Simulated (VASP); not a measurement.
Given:

```xyz
4
Lattice="3.8548 0.0000 0.0000 -1.9274 3.3384 0.0000 0.0000 0.0000 6.0317" Properties=species:S:1:pos:R:3 pbc="T T T"
Be     0.0000     0.0000     0.0000
Be     0.0000     0.0000     3.0158
Te     0.0000     2.2256     1.5079
Te     1.9274     1.1128     4.5238
```

These are r2SCAN meta-GGA, VASP's PBE PAW potentials (set 64) (plane waves; VASP) values and carry that method's errors. Settings: 400 eV cut-off, 10×10×6 Γ-centred mesh, tetrahedra with Blöchl corrections, potentials Be Te.

The cores are frozen, which limits the accuracy of field gradients.

Problem. Give the principal components of the electric field gradient (V/Å²) and the asymmetry η at each nucleus.

Solution. 
```json
[
 {"atom": "Be1", "Vxx": "-0.5", "Vyy": "-0.5", "Vzz": "1.0", "η": "0.00"},
 {"atom": "Be2", "Vxx": "-0.5", "Vyy": "-0.5", "Vzz": "1.0", "η": "0.00"},
 {"atom": "Te3", "Vxx": "8.2", "Vyy": "8.2", "Vzz": "-16.4", "η": "0.00"},
 {"atom": "Te4", "Vxx": "8.2", "Vyy": "8.2", "Vzz": "-16.4", "η": "0.00"}
]
```

The structure was generated: BeTe was put into the NiAs type (P6_3/mmc), which need not be its known phase. It was relaxed first, which changed the volume by +15 %.
